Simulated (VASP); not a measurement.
# CdSi4O (F-43m) in VASP: notebook

Runs on CdSi4O. Level: PBE. Tasks: single point.

Program: VASP 6.6.1. These are calculated values, not measurements. Logs are shortened: lines on timing, memory, paths and dates and some standing lists are left out, and cuts for length are marked.

### Step 1. The undisturbed crystal

Symmetry: F-43m, No. 216, cubic system. The conventional cell has a = 7.204 Å, b = 7.204 Å, c = 7.204 Å, α = 90.00°, β = 90.00°, γ = 90.00°. Cd (site symmetry -43m) is surrounded by 12 Si at 2.99 Å and 4 O at 3.12 Å. Around Si (site symmetry 3m) lie 6 Si at 2.51 to 2.58 Å. O (site symmetry -43m) is surrounded by 12 Si at 2.98 Å and 4 Cd at 3.12 Å.

The cell was built by a generator and needn't be a form met in nature.

### Step 2. Single point, PBE, 14.95 Å³/atom (strain = -0.04)

The input, INCAR:

```
SYSTEM = CdSi4O
ALGO = Normal
EDIFF = 1E-6
ENCUT = 520
GGA = PE
ISIF = 2
ISMEAR = -1
LASPH = .True.
LCHARG = .False.
LREAL = .False.
LWAVE = .False.
NBANDS = 26
NELM = 80
PREC = Accurate
SIGMA = 0.05
```

The input, KPOINTS:

```
k-points
0
Gamma
  5 5 5
  0 0 0
```

The input, POSCAR:

```
CdSi4O
1.0
    0.0000000000      3.6017500000      3.6017500000
    3.4576800000      0.0000000000      3.6017500000
    3.4576800000      3.6017500000      0.0000000000
Cd Si O
1 4 1
Direct
    0.5000000000      0.5000000000      0.5000000000
    0.8767200000      0.8767200000      0.3698400000
    0.8767200000      0.3698400000      0.8767200000
    0.8767200000      0.8767200000      0.8767200000
    0.3698400000      0.8767200000      0.8767200000
    0.2500000000      0.2500000000      0.2500000000
```

Potentials or basis: VASP PAW PBE potentials, release 64 (Cd, Si, O).

The run is started by

```sh
$ cat potpaw_PBE.64/Cd/POTCAR potpaw_PBE.64/Si/POTCAR potpaw_PBE.64/O/POTCAR > POTCAR
$ mpirun -np 1 vasp_std > vasp.out
```

OUTCAR:

```text
SYSTEM = CdSi4O
   EDIFF = 1E-6
   ENCUT = 520
   GGA = PE
   ISIF = 2
   ISMEAR = -1
   LASPH = .True.
   LREAL = .False.
   NELM = 80
   PREC = Accurate

 ion  position               nearest neighbor table
   1  0.500  0.500  0.500-   5 2.89   3 2.89   2 2.89   4 2.89   3 2.98   4 2.98   3 2.98   4 2.98
                             5 2.98   2 2.98   2 2.98   5 2.98
   2  0.877  0.877  0.370-   4 2.46   5 2.46   3 2.51   4 2.53   5 2.53   3 2.58   1 2.89   1 2.98
                             1 2.98
   3  0.877  0.370  0.877-   4 2.46   5 2.46   2 2.51   4 2.53   5 2.53   2 2.58   1 2.89   1 2.98
                             1 2.98
   4  0.877  0.877  0.877-   2 2.46   3 2.46   5 2.51   2 2.53   3 2.53   5 2.58   1 2.89   1 2.98
                             1 2.98
   5  0.370  0.877  0.877-   2 2.46   3 2.46   4 2.51   3 2.53   2 2.53   4 2.58   1 2.89   1 2.98
                             1 2.98
   6  0.250  0.250  0.250-

  LATTYP: Found a body centered tetragonal cell.
 ALAT       =     5.0936436983
 C/A-ratio  =     1.3576450199

  Lattice vectors:

 A1 = (  -3.4576800000,   0.0000000000,  -3.6017500000)
 A2 = (  -3.4576800000,   0.0000000000,   3.6017500000)
 A3 = (   3.4576800000,   3.6017500000,   0.0000000000)

Analysis of symmetry for initial positions (statically):
=====================================================================
 Subroutine PRICEL returns:
 Original cell was already a primitive cell.

 Routine SETGRP: Setting up the symmetry group for a
 body centered tetragonal supercell.

 Subroutine GETGRP returns: Found  8 space group operations
 (whereof  8 operations were pure point group operations)
 out of a pool of 16 trial point group operations.

The static configuration has the point symmetry D_2d.

Analysis of symmetry for dynamics (positions and initial velocities):
=====================================================================
 Subroutine PRICEL returns:
 Original cell was already a primitive cell.

 Routine SETGRP: Setting up the symmetry group for a
 body centered tetragonal supercell.

 Subroutine GETGRP returns: Found  8 space group operations
 (whereof  8 operations were pure point group operations)
 out of a pool of 16 trial point group operations.

The dynamic configuration has the point symmetry D_2d.

 Subroutine INISYM returns: Found  8 space group operations
 (whereof  8 operations are pure point group operations),
 and found     1 'primitive' translations

----------------------------------------------------------------------------------------

                                     Primitive cell

  volume of cell :      89.7102

  direct lattice vectors                    reciprocal lattice vectors
     0.000000000  3.601750000  3.601750000    -0.144605632  0.138821406  0.138821406
     3.457680000  0.000000000  3.601750000     0.144605632 -0.138821406  0.138821406
     3.457680000  3.601750000  0.000000000     0.144605632  0.138821406 -0.138821406

  length of vectors
     5.093643698  4.992810235  4.992810235     0.243830995  0.243830995  0.243830995

  position of ions in fractional coordinates (direct lattice)
     0.500000000  0.500000000  0.500000000
     0.876720000  0.876720000  0.369840000
     0.876720000  0.369840000  0.876720000
     0.876720000  0.876720000  0.876720000
     0.369840000  0.876720000  0.876720000
     0.250000000  0.250000000  0.250000000

  ion indices of the primitive-cell ions
   primitive index   ion index
                 1           1
                 2           2
                 3           3
                 4           4
                 5           5
                 6           6

----------------------------------------------------------------------------------------

 KPOINTS: k-points

Automatic generation of k-mesh.
 Grid dimensions read from file:
 generate k-points for:    5    5    5

 Generating k-lattice:

  Cartesian coordinates                     Fractional coordinates (reciprocal lattice)
    -0.028921126  0.027764281  0.027764281     0.200000000  0.000000000  0.000000000
     0.028921126 -0.027764281  0.027764281     0.000000000  0.200000000 -0.000000000
     0.028921126  0.027764281 -0.027764281     0.000000000 -0.000000000  0.200000000

  Length of vectors
     0.048766199  0.048766199  0.048766199

  Shift w.r.t. Gamma in fractional coordinates (k-lattice)
     0.000000000  0.000000000  0.000000000

 Subroutine IBZKPT returns following result:
 ===========================================

 Found     18 irreducible k-points:

 Following reciprocal coordinates:
            Coordinates               Weight
  0.000000  0.000000  0.000000      1.000000
  0.200000  0.000000  0.000000      8.000000
  0.400000  0.000000  0.000000      8.000000
  0.200000  0.200000  0.000000      4.000000
  0.400000  0.200000  0.000000     16.000000
 -0.400000  0.200000 -0.000000     16.000000
[... 10 lines left out ...]
  0.000000  0.400000  0.400000      2.000000
 -0.200000  0.400000  0.400000      4.000000
   k-points           NKPTS =     18   k-points in BZ     NKDIM =     18   number of bands    NBANDS=     26
   number of dos      NEDOS =    301   number of ions     NIONS =      6
   total plane-waves  NPLWV =  64000
   dimension x,y,z NGX =    40 NGY =   40 NGZ =   40
   dimension x,y,z NGXF=    80 NGYF=   80 NGZF=   80
   ions per type =               1   4   1
   NGX,Y,Z   is equivalent  to a cutoff of  13.06, 13.32, 13.32 a.u.
   NGXF,Y,Z  is equivalent  to a cutoff of  26.11, 26.64, 26.64 a.u.
 SYSTEM =  CdSi4O
   PREC   = accura    normal or accurate (medium, high low for compatibility)
   ISTART =      0    job   : 0-new  1-cont  2-samecut
   ICHARG =      2    charge: 1-file 2-atom 10-const
   ISPIN  =      1    spin polarized calculation?
   LNONCOLLINEAR =      F non collinear calculations
   LSORBIT =      F    spin-orbit coupling
   LASPH  =      T    aspherical Exc in radial PAW
   ENCUT  =  520.0 eV  38.22 Ry    6.18 a.u.   9.47  9.28  9.28*2*pi/ulx,y,z
   NELM   =     80;   NELMIN=  2; NELMDL= -5     # of ELM steps
   EDIFF  = 0.1E-05   stopping-criterion for ELM
   LREAL  =      F    real-space projection
   EDIFFG = 0.1E-04   stopping-criterion for IOM
   NSW    =      0    number of steps for IOM
   IBRION =     -1    ionic relax: 0-MD 1-quasi-New 2-CG
   NFREE  =      0    steps in history (QN), initial steepest desc. (CG)
   ISIF   =      2    stress and relaxation
   ISYM   =      2    0-nonsym 1-usesym 2-fastsym
   POTIM  = 0.5000    time-step for ionic-motion
   TEBEG  =    0.0;   TEEND  =   0.0 temperature during run
   PSTRESS=    0.0 pullay stress
   NELECT =      34.0000    total number of electrons
   NUPDOWN=      -1.0000    fix difference up-down
   EMIN   =  10.00;   EMAX   =-10.00  energy-range for DOS
   EFERMI =   0.00;   METHOD = LEGACY
   ISMEAR =    -1;   SIGMA  =   0.05  broadening in eV -4-tet -1-fermi 0-gaus
   EFERMI_NEDOS =   21; number of points for ismear=-14 and -15
   IALGO  =     38    algorithm
   IMIX   =      4    mixing-type and parameters
     AMIX     =   0.40;   BMIX     =  1.00
     AMIX_MAG =   1.60;   BMIX_MAG =  1.00
  volume/ion in A,a.u.               =      14.95       100.90
  Fermi-wavevector in a.u.,A,eV,Ry     =   1.184733  2.238821 19.097033  1.403592
  Thomas-Fermi vector in A             =   2.320941
   LORBIT       =      0    0 simple, 1 ext, 2 COOP (PROOUT), +10 PAW based schemes
   GGA     = PE    functional components
   LHFCALC =     F    Hartree Fock is set to
   AEXX    =    0.0000 exact exchange contribution
   IVDW    =     0    specifies the selected vdW correction
   LEPSILON=     F    determine dielectric tensor
   LRPA    =     F    only Hartree local field effects (RPA)
 non-spin polarized calculation
  energy-cutoff  :      520.00
  volume of cell :       89.71
 maximum number of plane-waves:      2430
 NGX is ok and might be reduce to    40
   NGX = 19   NGY = 19   NGZ = 19

 number of electron      33.9999996 magnetization

 Free energy of the ion-electron system (eV)
  ---------------------------------------------------
  ext. energy  EPLUGINS =         0.00000000
  ---------------------------------------------------
  free energy    TOTEN  =       -23.96075013 eV

  energy without entropy =      -23.93963065  energy(sigma->0) =      -23.95019039

 E-fermi :   7.0295     XC(G=0): -11.0225

 val. band max:        6.9951295259   @ k =  -0.2000   0.4000   0.2000
 cond. band min:       7.0617703162   @ k =   0.4000   0.0000   0.0000
 fundamental gap:      0.0666407904
 Fermi energy:         7.0294528125

 k-point     1 :       0.0000    0.0000    0.0000
  band No.  band energies     occupation
      1      -9.4252      2.00000
      2      -5.6912      2.00000
      3      -2.0579      2.00000
      4      -2.0579      2.00000
      5      -1.9996      2.00000
      6      -1.9969      2.00000
[... 18 lines left out ...]
     25      15.2219      0.00000
     26      15.2219      0.00000

 k-point     2 :       0.2000    0.0000    0.0000
  band No.  band energies     occupation
      1      -9.3691      2.00000
      2      -5.5544      2.00000
      3      -2.1466      2.00000
      4      -2.0666      2.00000
      5      -2.0472      2.00000
      6      -1.9607      2.00000
[... 18 lines left out ...]
     25      13.2491      0.00000
     26      14.7802      0.00000

 k-point     3 :       0.4000    0.0000    0.0000
  band No.  band energies     occupation
      1      -9.2783      2.00000
      2      -5.1905      2.00000
      3      -2.8138      2.00000
      4      -2.1387      2.00000
      5      -2.1358      2.00000
      6      -1.8881      2.00000
[... 18 lines left out ...]
     25      13.7463      0.00000
     26      14.3862      0.00000

 k-point     4 :       0.2000    0.2000    0.0000
  band No.  band energies     occupation
      1      -9.3547      2.00000
      2      -5.4980      2.00000
      3      -2.3643      2.00000
      4      -2.0104      2.00000
      5      -1.9697      2.00000
      6      -1.9610      2.00000
[... 18 lines left out ...]
     25      13.8631      0.00000
     26      14.0739      0.00000

 k-point     5 :       0.4000    0.2000    0.0000
  band No.  band energies     occupation
      1      -9.2799      2.00000
      2      -5.1442      2.00000
      3      -2.9848      2.00000
      4      -2.0510      2.00000
      5      -1.9228      2.00000
      6      -1.8865      2.00000
[... 18 lines left out ...]
     25      13.2375      0.00000
     26      13.9862      0.00000

 k-point     6 :      -0.4000    0.2000   -0.0000
  band No.  band energies     occupation
      1      -9.2486      2.00000
      2      -4.8913      2.00000
      3      -3.3620      2.00000
      4      -2.1178      2.00000
      5      -1.9064      2.00000
      6      -1.8700      2.00000
[... 253 lines left out ...]
 k-point    15 :      -0.2000    0.4000    0.2000
  band No.  band energies     occupation
      1      -9.2334      2.00000
      2      -4.6348      2.00000
      3      -3.6371      2.00000
      4      -2.0603      2.00000
      5      -1.8863      2.00000
      6      -1.8468      2.00000
[... 18 lines left out ...]
     25      13.2874      0.00000
     26      13.6352      0.00000

 k-point    16 :       0.4000   -0.4000    0.2000
  band No.  band energies     occupation
      1      -9.2388      2.00000
      2      -4.6645      2.00000
      3      -3.6675      2.00000
      4      -2.1149      2.00000
      5      -1.8695      2.00000
      6      -1.8410      2.00000
[... 18 lines left out ...]
     25      13.5160      0.00000
     26      13.7855      0.00000

 k-point    17 :       0.0000    0.4000    0.4000
  band No.  band energies     occupation
      1      -9.2386      2.00000
      2      -4.7465      2.00000
      3      -3.4797      2.00000
      4      -1.9048      2.00000
      5      -1.9022      2.00000
      6      -1.9022      2.00000
[... 18 lines left out ...]
     25      13.5223      0.00000
     26      13.5223      0.00000

 k-point    18 :      -0.2000    0.4000    0.4000
  band No.  band energies     occupation
      1      -9.2236      2.00000
      2      -4.3371      2.00000
      3      -3.9626      2.00000
      4      -1.9820      2.00000
      5      -1.8669      2.00000
      6      -1.8516      2.00000
[... 18 lines left out ...]
     25      13.1670      0.00000
     26      13.3930      0.00000

------------------------ aborting loop because EDIFF is reached ----------------------------------------

  FORCE on cell =-STRESS in cart. coord.  units (eV):
  Direction    XX          YY          ZZ          XY          YZ          ZX
  --------------------------------------------------------------------------------------
  -------------------------------------------------------------------------------------
  Total        1.9583453      2.2484687      2.2484687      0.0000000      0.0000000      0.0000000
  in kB       34.9750165     40.1564676     40.1564676      0.0000000      0.0000000      0.0000000
  external PRESSURE =      38.4293173 kB  Pullay stress =       0.0000000 kB

 VOLUME and BASIS-vectors are now :
 -----------------------------------------------------------------------------
  energy-cutoff  :      520.00
  volume of cell :       89.71
      direct lattice vectors                 reciprocal lattice vectors
     0.000000000  3.601750000  3.601750000    -0.144605632  0.138821406  0.138821406
     3.457680000  0.000000000  3.601750000     0.144605632 -0.138821406  0.138821406
     3.457680000  3.601750000  0.000000000     0.144605632  0.138821406 -0.138821406

 POSITION                                       TOTAL-FORCE (eV/Angst)
 -----------------------------------------------------------------------------------
      3.45768      3.60175      3.60175        -0.000000     -0.000000      0.000000
      4.31021      4.48980      6.31545        -0.137426      0.046740     -0.046740
      4.31021      6.31545      4.48980        -0.137426     -0.046740      0.046740
      6.06283      6.31545      6.31545         0.137426     -0.046740     -0.046740
      6.06283      4.48980      4.48980         0.137426      0.046740      0.046740
      1.72884      1.80088      1.80088         0.000000     -0.000000      0.000000
 -----------------------------------------------------------------------------------
    total drift:                               -0.000000     -0.000000     -0.000000

  FREE ENERGIE OF THE ION-ELECTRON SYSTEM (eV)
  ---------------------------------------------------
  free  energy   TOTEN  =       -23.9607501268 eV

  energy  without entropy=      -23.9396306465  energy(sigma->0) =      -23.95019039
```

Run time: 22 s. Hardware: 1 thread of Intel Xeon 6975P-C (Granite Rapids), shared host; peak memory 0.25 GiB.

Results:

```
Free energy            : -23.9608 eV
Pressure               : 3.8 GPa
Largest force          : 0.152 eV/Å
Band gap on the k mesh : none (metal or under the smearing width)
```

### Step 3. Single point, PBE, 15.26 Å³/atom (strain = -0.02)

INCAR is that of step 2.

KPOINTS is that of step 2.

Edit POSCAR of step 2 so:

```diff
@@ -3,4 +3,4 @@
     0.0000000000      3.6017500000      3.6017500000
-    3.4576800000      0.0000000000      3.6017500000
-    3.4576800000      3.6017500000      0.0000000000
+    3.5297150000      0.0000000000      3.6017500000
+    3.5297150000      3.6017500000      0.0000000000
 Cd Si O
```

Potentials or basis: VASP PAW PBE potentials, release 64 (Cd, Si, O).

The run is started by

```sh
$ cat potpaw_PBE.64/Cd/POTCAR potpaw_PBE.64/Si/POTCAR potpaw_PBE.64/O/POTCAR > POTCAR
$ mpirun -np 1 vasp_std > vasp.out
```

It took 23 s on 1 thread of Intel Xeon 6975P-C (Granite Rapids), shared host; peak memory 0.25 GiB.

It converged, with:

* Free energy: -23.9922 eV
* Pressure: 1.8 GPa
* Largest force: 0.089 eV/Å
* Band gap on the k mesh: none (metal or under the smearing width)
